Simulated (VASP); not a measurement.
Here is the system:

```xyz
2
Lattice="0.0000 2.4883 2.4883 2.4883 0.0000 2.4883 2.4883 2.4883 0.0000" Properties=species:S:1:pos:R:3 pbc="T T T"
Li     0.0000     0.0000     0.0000
Cl     2.4883     2.4883     2.4883
```

Calculation: PBE GGA with D3 dispersion (zero damping), VASP's PBE PAW potentials (set 64) (plane waves; VASP). Numerical set-up: 520 eV cut-off, 9×9×9 Γ-centred mesh, Gaussian smearing of 0.050 eV, potentials Li_sv Cl.

Question: Predict the energy per atom (σ→0), pressure, band gap (on the k-mesh) with the smallest direct gap where there is one.

Answer: 
```yaml
band gap (on the k-mesh): 6.90 eV
smallest direct gap (on the k-mesh): 6.90 eV
energy per atom (σ→0): -3853 meV/atom
pressure: 2.39 GPa
```

The compound is LiCl in the rock salt structure. This cell is one point of a volume scan, at 0.94 of the reference volume.
